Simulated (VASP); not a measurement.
Consider the following.

```yaml
crystal:
  lattice:
    - [4.97881, 0.00000, 0.00000]
    - [0.00000, 4.97881, 0.00000]
    - [0.00000, 0.00000, 4.27974]
  atoms:
    - { symbol: Zn, position: [0.50000, 0.00000, 0.08466] }
    - { symbol: Zn, position: [0.00000, 0.50000, 0.91534] }
    - { symbol: Se, position: [0.00000, 0.00000, 0.00000] }
    - { symbol: Se, position: [0.50000, 0.50000, 0.00000] }
```

All values below come from r2SCAN meta-GGA, VASP's PBE PAW potentials (set 64) (plane waves; VASP). Numerical set-up: 400 eV cut-off, 7×7×8 Γ-centred mesh, tetrahedra with Blöchl corrections, potentials Zn Se.

The cores are frozen, which limits the accuracy of field gradients.

Q: Give the principal components of the electric field gradient (V/Å²) and the asymmetry η at each nucleus.

A: 
```json
[
 {"atom": "Zn1", "Vxx": "-54.2", "Vyy": "-54.2", "Vzz": "108.5", "η": "0.00"},
 {"atom": "Zn2", "Vxx": "-54.2", "Vyy": "-54.2", "Vzz": "108.5", "η": "0.00"},
 {"atom": "Se3", "Vxx": "96.2", "Vyy": "96.2", "Vzz": "-192.4", "η": "0.00"},
 {"atom": "Se4", "Vxx": "96.2", "Vyy": "96.2", "Vzz": "-192.4", "η": "0.00"}
]
```

The structure was generated: ZnSe was put into the litharge type (P4/nmm), which need not be its known phase. It was relaxed first, which changed the volume by +15 %.
